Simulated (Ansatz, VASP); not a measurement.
**Cross-check of InSe between VASP and Ansatz**

Aim: how closely do two programs agree when they are given the same cell, functional and k mesh? The cell is taken from a series of runs on this material, whose earlier steps may have relaxed, scaled, displaced or heated it; both programs get it as it stands.

Calculated with Ansatz 0.2.0; plane waves, with VASP 6.6.1 beside it; G0W0 gap at LDA.

### Step 1. Set-up

It takes space group P6_3/mmc (No. 194, hexagonal). The conventional cell has a = 4.027 Å, b = 4.027 Å, c = 16.795 Å, α = 90.00°, β = 90.00°, γ = 120.00°. Nearest to In lie 3 Se at 2.66 Å and 1 In at 2.79 Å. Nearest to Se lie 3 In at 2.66 Å. Farther neighbours and most contacts between anions are not listed.

### Step 2. VASP: G0W0 gap, LDA

Quasiparticle shifts depend on high empty states and on the cores, so they are the hardest test of two PAW sets.

Lines of VASP's logs that name or quote its potential files are left out, and so is its time.

The run reads the wave functions of an earlier VASP run, which isn't shown here.

INCAR

```
SYSTEM = InSe
PREC = Accurate
ENCUT = 300
ISMEAR = 0
SIGMA = 0.01
LREAL = .FALSE.
GGA = CA
NBANDS = 496
ALGO = EVGW0
NELMGW = 1
ENCUTGW = 90
NOMEGA = 64
PRECFOCK = Fast
NBANDSGW = 48
LWAVE = .FALSE.
LCHARG = .FALSE.
```

POSCAR

```
InSe
1.0
    4.0275000000      0.0000000000      0.0000000000
   -2.0137500000      3.4879170000      0.0000000000
    0.0000000000      0.0000000000     16.7950000000
In Se
4 4
Direct
    0.3333333333      0.6666666667      0.1668643278
    0.6666666667      0.3333333333      0.6668643278
    0.3333333333      0.6666666667      0.3331356722
    0.6666666667      0.3333333333      0.8331356722
    0.3333333333      0.6666666667      0.5901956820
    0.6666666667      0.3333333333      0.0901956820
    0.3333333333      0.6666666667      0.9098043180
    0.6666666667      0.3333333333      0.4098043180
```

KPOINTS

```
Automatic mesh
0
Gamma
6 6 2
0 0 0
```

The projector-augmented-wave data sets are In_d_GW and Se_GW (LDA family, release 64).

Launch:

```
$ mpirun -np 16 vasp_std
```

Numbers of over 12 decimals in the logs are rounded to 6 here.

What it wrote:

```text
[banner, memory and clock lines left out]
running   16 mpi-ranks, on    1 nodes
 distrk:  each k-point on   16 cores,    1 groups
 distr:  one band on    1 cores,   16 groups

 POSCAR found type information on POSCAR InSe
 POSCAR found :  2 types and       8 ions
|                                                                             |
|           W    W    AA    RRRRR   N    N  II  N    N   GGGG   !!!           |
|           W    W   A  A   R    R  NN   N  II  NN   N  G    G  !!!           |
|           W    W  A    A  R    R  N N  N  II  N N  N  G       !!!           |
|           W WW W  AAAAAA  RRRRR   N  N N  II  N  N N  G  GGG   !            |
|           WW  WW  A    A  R   R   N   NN  II  N   NN  G    G                |
|           W    W  A    A  R    R  N    N  II  N    N   GGGG   !!!           |
|                                                                             |
|     For optimal performance we recommend to set                             |
|       NCORE = 2 up to number-of-cores-per-socket                            |
|     NCORE specifies how many cores store one orbital (NPAR=cpu/NCORE).      |
|     This setting can greatly improve the performance of VASP for DFT.       |
|     The default, NCORE=1 might be grossly inefficient on modern             |
|     multi-core architectures or massively parallel machines. Do your        |
|     Unfortunately you need to use the default for GW and RPA                |
|     calculations (for HF NCORE is supported but not extensively tested      |
|     yet).                                                                   |
|                                                                             |

|                                                                             |
|           W    W    AA    RRRRR   N    N  II  N    N   GGGG   !!!           |
|           W    W   A  A   R    R  NN   N  II  NN   N  G    G  !!!           |
|           W    W  A    A  R    R  N N  N  II  N N  N  G       !!!           |
|           W WW W  AAAAAA  RRRRR   N  N N  II  N  N N  G  GGG   !            |
|           WW  WW  A    A  R   R   N   NN  II  N   NN  G    G                |
|           W    W  A    A  R    R  N    N  II  N    N   GGGG   !!!           |
|                                                                             |
|     The default for ENCUTGWSOFT is different in this version of VASP.       |
|     please manually set ENCUTGWSOFT =90 in the INCAR file.                  |
|                                                                             |

 LDA part: xc-table for (Slater(with rela. corr.)+CA(PZ))
 , standard interpolation
 found WAVECAR, reading the header
 POSCAR, INCAR and KPOINTS ok, starting setup
 FFT: planning ... GRIDC
 FFT: planning ... GRID_SOFT
 FFT: planning ... GRID
 reading WAVECAR
 the WAVECAR file was read successfully
 initial charge from wavefunction
 available memory per node:     16.54 GB, setting MAXMEM to     16938

 The Fermi energy was updated, please check that it is located mid-gap
 values below the HOMO (VB) or above the LUMO (CB) will cause erroneous energies
 E-fermi :   2.9987

 calculate exact exchange contribution
 the WAVEDER file was read successfully
|                                                                             |
|           W    W    AA    RRRRR   N    N  II  N    N   GGGG   !!!           |
|           W    W   A  A   R    R  NN   N  II  NN   N  G    G  !!!           |
|           W    W  A    A  R    R  N N  N  II  N N  N  G       !!!           |
|           W WW W  AAAAAA  RRRRR   N  N N  II  N  N N  G  GGG   !            |
|           WW  WW  A    A  R   R   N   NN  II  N   NN  G    G                |
|           W    W  A    A  R    R  N    N  II  N    N   GGGG   !!!           |
|                                                                             |
|     Automatic setting of frequency mesh for GW failed. Frequency mesh       |
|     properly not suitable for determining QP energies. Consider             |
|     increasing number of kpoints.                                           |
|                                                                             |

energies w=
    0.000    0.000    0.168    0.000    0.336    0.000    0.502    0.000
    0.668    0.000    0.832    0.000    0.995    0.000    1.155    0.000
    1.314    0.000    1.470    0.000    1.624    0.000    1.776    0.000
    1.926    0.000    2.074    0.000    2.220    0.000    2.364    0.000
    2.507    0.000    2.648    0.000    2.789    0.000    2.929    0.000
    3.068    0.000    3.208    0.000    3.347    0.000    3.487    0.000
    3.628    0.000    3.771    0.000    3.915    0.000    4.061    0.000
    4.210    0.000    4.362    0.000    4.518    0.000    4.679    0.000
    4.844    0.000    5.015    0.000    5.193    0.000    5.379    0.000
    5.573    0.000    5.777    0.000    5.993    0.000    6.222    0.000
    6.466    0.000    6.727    0.000    7.009    0.000    7.314    0.000
    7.646    0.000    8.010    0.000    8.411    0.000    8.858    0.000
    9.357    0.000    9.922    0.000   10.567    0.000   11.311    0.000
   12.178    0.000   13.206    0.000   14.441    0.000   15.954    0.000
   17.853    0.000   20.302    0.000   23.580    0.000   28.185    0.000
   35.116    0.000   46.702    0.000   69.937    0.000  139.833    0.000
 responsefunction array rank=     480
 LDA part: xc-table for (Slater(with rela. corr.)+CA(PZ))
 , standard interpolation

 min. memory requirement per mpi rank    615.1 MB, per node   9842.3 MB

 allocating   4 responsefunctions rank=   480
 shmem allocating  64 responsefunctions rank=   480
 response function shared by NCSHMEM nodes    1
 Doing            4  frequencies on each core in blocks of           64
NQ=   1    0.0000    0.0000    0.0000,
|.........|.........|.........|.........|.........|.........|.........|.........
 performed       3172000 updates of chi_q(r,r)
 total number of BLAS operations       5162.81 Gflops
NQ=   2    0.1667    0.0000    0.0000,
|.........|.........|.........|.........|.........|.........|.........|.........
 performed       8535000 updates of chi_q(r,r)
 total number of BLAS operations      13967.32 Gflops
NQ=   3    0.3333    0.0000    0.0000,
|.........|.........|.........|.........|.........|.........|.........|.........
 performed      13898000 updates of chi_q(r,r)
 total number of BLAS operations      22655.60 Gflops
NQ=   4    0.5000    0.0000    0.0000,
|.........|.........|.........|.........|.........|.........|.........|.........
 performed      18023000 updates of chi_q(r,r)
 total number of BLAS operations      29457.62 Gflops
NQ=   5    0.1667    0.1667    0.0000,
|.........|.........|.........|.........|.........|.........|.........|.........
 performed      23386000 updates of chi_q(r,r)
 total number of BLAS operations      38262.13 Gflops
NQ=   6    0.3333    0.1667    0.0000,
|.........|.........|.........|.........|.........|.........|.........|.........
 performed      29320000 updates of chi_q(r,r)
 total number of BLAS operations      48527.68 Gflops
NQ=   7    0.3333    0.3333    0.0000,
|.........|.........|.........|.........|.........|.........|.........|.........
 performed      32968000 updates of chi_q(r,r)
 total number of BLAS operations      54839.65 Gflops
NQ=   8    0.0000    0.0000    0.5000,
|.........|.........|.........|.........|.........|.........|.........|.........
 performed      36140000 updates of chi_q(r,r)
 total number of BLAS operations      60446.62 Gflops
NQ=   9    0.1667    0.0000    0.5000,
|.........|.........|.........|.........|.........|.........|.........|.........
 performed      41503000 updates of chi_q(r,r)
 total number of BLAS operations      68981.13 Gflops
NQ=  10    0.3333    0.0000    0.5000,
|.........|.........|.........|.........|.........|.........|.........|.........
 performed      46866000 updates of chi_q(r,r)
 total number of BLAS operations      78059.85 Gflops
NQ=  11    0.5000    0.0000    0.5000,
|.........|.........|.........|.........|.........|.........|.........|.........
 performed      50991000 updates of chi_q(r,r)
 total number of BLAS operations      85287.85 Gflops
NQ=  12    0.1667    0.1667    0.5000,
|.........|.........|.........|.........|.........|.........|.........|.........
 performed      56354000 updates of chi_q(r,r)
 total number of BLAS operations      93822.36 Gflops
NQ=  13    0.3333    0.1667    0.5000,
|.........|.........|.........|.........|.........|.........|.........|.........
 performed      62288000 updates of chi_q(r,r)
 total number of BLAS operations     103868.33 Gflops
NQ=  14    0.3333    0.3333    0.5000,
|.........|.........|.........|.........|.........|.........|.........|.........
 performed      65936000 updates of chi_q(r,r)
 total number of BLAS operations     110594.09 Gflops
 resolving degeneracies of screened two electron integrals

 calculate QP shifts <psi_nk| G(iteration)W_0 |psi_nk>: iteration 1
 entering main loop
```

Parts of OUTCAR (step 2):

```text
ion  position               nearest neighbor table
   1  0.333  0.667  0.167-   6 2.66   6 2.66   6 2.66   3 2.79
   2  0.667  0.333  0.667-   5 2.66   5 2.66   5 2.66   4 2.79
   3  0.333  0.667  0.333-   8 2.66   8 2.66   8 2.66   1 2.79
   4  0.667  0.333  0.833-   7 2.66   7 2.66   7 2.66   2 2.79
   5  0.333  0.667  0.590-   2 2.66   2 2.66   2 2.66
   6  0.667  0.333  0.090-   1 2.66   1 2.66   1 2.66
   7  0.333  0.667  0.910-   4 2.66   4 2.66   4 2.66
   8  0.667  0.333  0.410-   3 2.66   3 2.66   3 2.66

  LATTYP: Found a hexagonal cell.
 ALAT       =     4.0275000000
 C/A-ratio  =     4.1700806952

 Subroutine GETGRP returns: Found 24 space group operations
 (whereof 12 operations were pure point group operations)

The static configuration has the point symmetry D_3d.
 The point group associated with its full space group is D_6h.

 Found     14 irreducible k-points:

   k-points           NKPTS =     14   k-points in BZ     NKDIM =     72   number of bands    NBANDS=    496

   dimension x,y,z NGX =    24 NGY =   24 NGZ =   96
   dimension x,y,z NGXF=    48 NGYF=   48 NGZF=  192

   ENCUT  =  300.0 eV  22.05 Ry    4.70 a.u.   5.69  5.69 23.72*2*pi/ulx,y,z

   NELECT =      76.0000    total number of electrons

  energy-cutoff  :      300.00
  volume of cell :      235.93
      direct lattice vectors                 reciprocal lattice vectors
     4.027500000  0.000000000  0.000000000     0.248292986  0.143352035  0.000000000
    -2.013750000  3.487917000  0.000000000     0.000000000  0.286704070  0.000000000
     0.000000000  0.000000000 16.795000000     0.000000000  0.000000000  0.059541530

 k-points in reciprocal lattice and weights: Automatic mesh
   0.00000000  0.00000000  0.00000000       0.014
   0.16666667  0.00000000  0.00000000       0.083
   0.33333333  0.00000000  0.00000000       0.083
   0.50000000  0.00000000  0.00000000       0.042
   0.16666667  0.16666667  0.00000000       0.083
   0.33333333  0.16666667  0.00000000       0.167
   0.33333333  0.33333333  0.00000000       0.028
   0.00000000  0.00000000  0.50000000       0.014
   0.16666667  0.00000000  0.50000000       0.083
[...]
0.33333333  0.16666667  0.50000000       0.167
   0.33333333  0.33333333  0.50000000       0.028

 E-fermi :   2.9987

 QP shifts <psi_nk| G(iteration)W_0 |psi_nk>: iteration 1
 for sc-GW calculations column KS-energies equals QP-energies in previous step
 and V_xc(KS)=  KS-energies - (<T + V_ion + V_H > + <T+V_H+V_ion>^1  + <V_x>^1)
 k-point   1 :       0.0000    0.0000    0.0000
  band No.  KS-energies  QP-energies   sigma(KS)   V_xc(KS)     V^pw_x(r,r')   Z            occupation Imag(sigma)
    ...
     35       1.7608       1.5213     -12.7780     -12.4452     -14.4461       0.7194       2.0000       0.1046
     36       1.8390       1.6094     -12.8392     -12.5204     -14.4883       0.7200       2.0000       0.1026
     37       1.8390       1.6094     -12.8392     -12.5204     -14.4883       0.7200       2.0000       0.1026
     38       2.9111       2.7138     -12.1148     -11.8456     -13.0382       0.7327       2.0000       0.0925
     39       3.0862       3.6030     -10.2650     -10.9356      -7.3435       0.7707       0.0000       0.0378
     40       4.5244       5.0418     -10.9518     -11.6414      -7.6555       0.7502       0.0000       0.0215
     41       4.8681       5.3765      -9.6584     -10.3157      -5.9898       0.7734       0.0000       0.0199
     42       4.8867       5.3946      -9.6592     -10.3221      -5.8811       0.7662       0.0000       0.0134
    ...

 k-point   2 :       0.1667    0.0000    0.0000
  band No.  KS-energies  QP-energies   sigma(KS)   V_xc(KS)     V^pw_x(r,r')   Z            occupation Imag(sigma)
    ...
     35       1.4724       1.2110     -12.6073     -12.2429     -14.3265       0.7172       2.0000       0.1067
     36       1.5902       1.3389     -12.7249     -12.3748     -14.4333       0.7181       2.0000       0.1046
     37       1.8270       1.5408     -11.5723     -11.1770     -12.8875       0.7242       2.0000       0.1001
     38       2.6768       2.4570     -12.1824     -11.8813     -13.2680       0.7302       2.0000       0.0976
     39       4.3770       4.9237     -10.9277     -11.6509      -7.7682       0.7560       0.0000       0.0344
     40       4.9223       5.4989     -11.1793     -11.9554      -7.7164       0.7429       0.0000       0.0287
     41       5.3975       5.8465      -9.2797      -9.8663      -5.4350       0.7654       0.0000       0.0091
     42       5.7065       6.2036      -9.5985     -10.2539      -5.6413       0.7585       0.0000       0.0074
    ...

 k-point   3 :       0.3333    0.0000    0.0000
  band No.  KS-energies  QP-energies   sigma(KS)   V_xc(KS)     V^pw_x(r,r')   Z            occupation Imag(sigma)
    ...
     35       1.0175       0.7265     -12.0657     -11.6526     -13.9609       0.7046       2.0000       0.1136
     36       1.1436       0.8580     -12.5396     -12.1389     -14.3730       0.7128       2.0000       0.1095
     37       1.6719       1.3868     -11.5527     -11.1588     -12.8352       0.7237       2.0000       0.1080
     38       1.8821       1.5936     -11.7672     -11.3708     -12.9921       0.7279       2.0000       0.1050
     39       4.2467       4.5810      -8.6348      -9.0671      -5.1563       0.7735       0.0000      -0.0011
     40       4.3752       4.8859     -10.4464     -11.1174      -6.9993       0.7611       0.0000       0.0404
     41       4.8498       5.4094     -10.7073     -11.4515      -7.0684       0.7519       0.0000       0.0329
     42       4.9864       5.3605      -9.3269      -9.8201      -5.7353       0.7583       0.0000      -0.0015
    ...

 k-point   4 :       0.5000    0.0000    0.0000
  band No.  KS-energies  QP-energies   sigma(KS)   V_xc(KS)     V^pw_x(r,r')   Z            occupation Imag(sigma)
    ...
     35       0.7906       0.4530     -10.9711     -10.4999     -12.4601       0.7164       2.0000       0.1165
     36       0.8372       0.5341     -11.8838     -11.4498     -13.8862       0.6983       2.0000       0.1151
     37       0.9436       0.6450     -12.4646     -12.0442     -14.3547       0.7102       2.0000       0.1118
     38       1.5370       1.2269     -11.4980     -11.0727     -12.7069       0.7290       2.0000       0.1062
     39       3.8814       4.3503     -10.0482     -10.6565      -6.6535       0.7708       0.0000       0.0408
     40       4.0273       4.3379      -8.8580      -9.2612      -5.5722       0.7704       0.0000      -0.0051
     41       4.7416       5.2804     -10.6258     -11.3404      -6.9720       0.7540       0.0000       0.0341
     42       4.7548       5.1045      -9.3833      -9.8446      -5.9290       0.7583       0.0000      -0.0027
    ...

[... 4 further parts left out ...]
```

(Continued in part 2 of 2.)

[Lines on the potential files, build, host, timing and source positions are cut from VASP's logs without a mark.]

[Logs are printed without paths, hosts, clocks, repeated set-up lines and the standing remarks that a program may print on its own settings, such as how far it seeks lower states.]

[Hosts, paths, dates, database ids (printed as entryN), source tags and the programs' standing remarks are cut or masked in the printed files.]
